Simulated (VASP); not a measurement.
An input for Ansatz (written as the equivalent of a VASP run, and not itself run):

Ansatz 0.2 input:
```yaml
crystal:
  lattice:
    - [0.0000000, 2.4250000, 2.4250000]
    - [2.4250000, 0.0000000, 2.4250000]
    - [2.4250000, 2.4250000, 0.0000000]
  atoms:
    - { symbol: Be, position: [0.0000000, 0.0000000, 0.0000000] }
    - { symbol: S, position: [0.2500000, 0.2500000, 0.2500000] }
kpoints:
  mp_grid: { grid: [9, 9, 9] }
hamiltonian:
  xc: pbe
  dispersion: d3bj
  pseudopotentials: { kind: paw }
scf:
  occupations: { method: gaussian, width: 0.05 }
  max_iter: 100
relax:
  max_steps: 60
  f_tol: 0.01
  cell: {}
output: { forces: true, stress: true, eigenvalues: true }
```

### Question
Translate this input to VASP (INCAR, KPOINTS, POSCAR, choice of POTCAR).

### Answer
Several could match; the one computed here: 
File POSCAR:
```
BeS
1
    0.0000000000     2.4250000000     2.4250000000
    2.4250000000     0.0000000000     2.4250000000
    2.4250000000     2.4250000000     0.0000000000
Be S
1 1
Direct
  0.0000000000   0.0000000000   0.0000000000
  0.2500000000   0.2500000000   0.2500000000
```

File KPOINTS:
```
K-points
0
gamma
 9 9 9
```

**INCAR**
```
SYSTEM = BeS
PREC = Accurate
ENCUT = 400
EDIFF = 1E-6
NELM = 100
ALGO = Normal
LREAL = .FALSE.
LASPH = .TRUE.
ISMEAR = 0
SIGMA = 0.05
GGA = PE
IVDW = 12
LWAVE = .FALSE.
LCHARG = .FALSE.
IBRION = 2
ISIF = 3
NSW = 60
EDIFFG = -0.01
```

POTCAR, in this order: Be S (PBE.64 set). Program: vasp_std.

The two are equivalent in intent, not identical: each code has its own PAW files, so the cut-off isn't converted (ENCUT is set for VASP's; basis.ecutwfc is left out, and Ansatz then takes the one that its files recommend); Ansatz stops its SCF on the density residual and VASP on the energy change (EDIFF).

The structure comes from a measured BeS entry (F-43m) of the Crystallography Open Database, whose conditions weren't checked. This run relaxes it. Symmetry was kept, so distortions that lower it aren't found.
